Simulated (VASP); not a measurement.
A run of VASP 6.6.1 is set up as follows.

Contents of INCAR:

```
SYSTEM = Nb3B5
ALGO = Fast ; EDIFF = 1E-4
EDIFFG = -0.08 ; ENCUT = 520
GGA = PE ; IBRION = 2
ISIF = 3 ; ISMEAR = 0
LASPH = .TRUE. ; LCHARG = .FALSE.
LREAL = .FALSE. ; LWAVE = .FALSE.
NELM = 60 ; NSW = 24
PREC = Normal ; SIGMA = 0.15
```

KPOINTS

```
k-points
0
G
  4 4 4
  0 0 0
```

POSCAR

```
Nb3B5
1.0
   -2.8231132800      2.8231132800      3.6442348200
    2.8231132800     -2.8231132800      3.6442348200
    2.8231132800      2.8231132800     -3.6442348200
Nb B
3 5
Direct
    0.5000000000      0.0000000000      0.5000000000
    0.0000000000      0.5000000000      0.5000000000
    0.5000000000      0.5000000000      0.0000000000
    0.5000000000      0.5000000000      0.5000000000
    0.0000000000      0.0000000000      0.5000000000
    0.5000000000      0.0000000000      0.0000000000
    0.0000000000      0.5000000000      0.0000000000
    0.0000000000      0.0000000000      0.0000000000
```

Potentials or basis: VASP PAW PBE potentials, release 64 (Nb_sv, B).

Run with:

```sh
$ cat potpaw_PBE.64/Nb_sv/POTCAR potpaw_PBE.64/B/POTCAR > POTCAR
$ mpirun -np 1 vasp_std > vasp.out
```

(1) Predict the relaxed cell.

(2) What does it give for the space group after relaxing (to 0.05 Å)?

Results:

(1) a = 4.845 Å, b = 4.845 Å, c = 4.845 Å, α = 112.73°, β = 112.73°, γ = 103.13°.

(2) I4/mmm (No. 139).

Caveat: the k mesh is coarse (spacing up to 0.39 Å⁻¹), so the values aren't converged.
